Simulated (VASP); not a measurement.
Wanted: the native input for a VASP 6.6.1 run.

* Task: relaxation of cell and atoms
* Functional: LDA
* Potentials or basis: VASP PAW LDA potentials, release 64 (Nb_sv, Ru_pv)
* Cutoff: 600 eV
* k mesh: 14 × 14 × 12
* Occupations: gaussian, width 0.1 eV
* Spin: no spin polarisation
* Dipole correction: no
* Further INCAR settings: ALGO = Fast; EDIFF = 1e-07; IBRION = 2; EDIFFG = -0.005; NSW = 100; ISIF = 3

The structure of NbRu lies in POSCAR:

```
NbRu
1.0
    3.0000000000      0.0000000000      0.0000000000
    0.0000000000      3.0000000000      0.0000000000
    0.0000000000      0.0000000000      3.3800000000
Nb Ru
1 1
Direct
    0.0000000000      0.0000000000      0.0000000000
    0.5000000000      0.5000000000      0.5000000000
```

One way to write it, as run:

INCAR

```
SYSTEM = NbRu
PREC = Accurate ; ENCUT = 600
EDIFF = 1E-7 ; ISMEAR = 0
SIGMA = 0.1 ; LREAL = .FALSE.
LASPH = .TRUE. ; NELM = 80
ALGO = Fast ; ISIF = 3
LWAVE = .FALSE. ; LCHARG = .FALSE.
GGA = CA ; IBRION = 2
NSW = 100 ; EDIFFG = -0.005
```

KPOINTS

```
Automatic mesh
0
G
  14 14 12
  0 0 0
```

Potentials or basis: VASP PAW LDA potentials, release 64 (Nb_sv, Ru_pv).

Command:

```console
$ cat potpaw_LDA.64/Nb_sv/POTCAR potpaw_LDA.64/Ru_pv/POTCAR > POTCAR
$ mpirun -np 1 vasp_std > vasp.out
```

Results of the run:

- Relaxed volume: 15.20 Å³/atom
- Relaxed cell: a = 3.006 Å, b = 3.006 Å, c = 3.366 Å, α = 90.00°, β = 90.00°, γ = 90.00°
- Space group after relaxing (to 0.05 Å): P4/mmm (No. 123)
- Energy gained by relaxing: 0.2 meV/atom
- Ionic steps: 5
- Pressure after relaxing: 0.0 GPa
- Band gap on the k mesh: none (metal or under the smearing width)

Wall time 8.5 min on 1 thread of Intel(R) Xeon(R) Platinum 8375C CPU @ 2.90GHz (Ice Lake), with other jobs on the host, peak memory 0.29 GiB.
